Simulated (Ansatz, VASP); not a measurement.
**Cs3Ge2S3 in VASP and in Ansatz**

File INCAR:

```
PREC = Accurate
ENCUT = 600
EDIFF = 1E-7
ISMEAR = 0
SIGMA = 0.1
LREAL = False
LASPH = True
NELM = 100
ALGO = Normal
ISIF = 3
LWAVE = False
LCHARG = False
GGA = PE
IBRION = 2
NSW = 90
EDIFFG = -0.04
```

Contents of KPOINTS:

```
Automatic mesh
0
Gamma
  4 4 4
```

File POSCAR:

```
Cs3Ge2S3
1.0
    6.4644398100      0.0000000000      0.0000000000
    0.0000000000      6.4644398100      0.0000000000
    0.0000000000      0.0000000000      6.4644398100
Cs Ge S
3 2 3
Direct
    0.5000000000      0.0000000000      0.0000000000
    0.0000000000      0.5000000000      0.0000000000
    0.0000000000      0.0000000000      0.5000000000
    0.5000000000      0.5000000000      0.5000000000
    0.0000000000      0.0000000000      0.0000000000
    0.0000000000      0.5000000000      0.5000000000
    0.5000000000      0.0000000000      0.5000000000
    0.5000000000      0.5000000000      0.0000000000
```

Input for Ansatz:

```yaml
crystal:
  lattice:
    - [6.46443981, 0.0, 0.0]
    - [0.0, 6.46443981, 0.0]
    - [0.0, 0.0, 6.46443981]
  atoms:
    - { symbol: Cs, position: [0.5, 0.0, 0.0] }
    - { symbol: Cs, position: [0.0, 0.5, 0.0] }
    - { symbol: Cs, position: [0.0, 0.0, 0.5] }
    - { symbol: Ge, position: [0.5, 0.5, 0.5] }
    - { symbol: Ge, position: [0.0, 0.0, 0.0] }
    - { symbol: S, position: [0.0, 0.5, 0.5] }
    - { symbol: S, position: [0.5, 0.0, 0.5] }
    - { symbol: S, position: [0.5, 0.5, 0.0] }
basis:
  ecutwfc: 420
kpoints:
  mp_grid: { grid: [4, 4, 4] }
hamiltonian:
  xc: pbe
scf:
  occupations: { method: gaussian, width: 0.1 }
  lower_state_search: "off"
output:
  forces: true
  stress: true
  eigenvalues: true
relax:
  adjacent_minimum: "off"
  f_tol: 0.04
  max_steps: 70
  cell: { stress_tol: 0.4 }
```

Alike in both runs: task relaxation of cell and atoms; functional PBE; k mesh 4 × 4 × 4; occupations gaussian, width 0.1 eV; no spin polarisation.

|  | VASP | Ansatz |
| --- | --- | --- |
| version | VASP 6.6.1 | Ansatz 0.2.0 |
| potentials or method | VASP PAW PBE potentials, release 64 (Cs_sv, Ge_d, S) | scalar-relativistic, plane waves, PAW |
| plane-wave cutoff (eV) | 600 | 420 |
| valence electrons in the cell | 73 | 73 |

```csv
,VASP,Ansatz,Ansatz less VASP
"gap on the k mesh at the Fermi level, each at its own relaxed structure (eV)",none,none,-
relaxed volume (Å³/atom),35.82,35.07,-0.750
relaxed cell length with the largest relative difference (Å),6.593,6.547,-0.0463
energy change over the relaxation (meV/atom),-7,-5,+1.7
```

A gap of «none» marks a metal or a gap that the smearing closes.

The runs have no spin-orbit coupling, so splittings on Cs are missing.
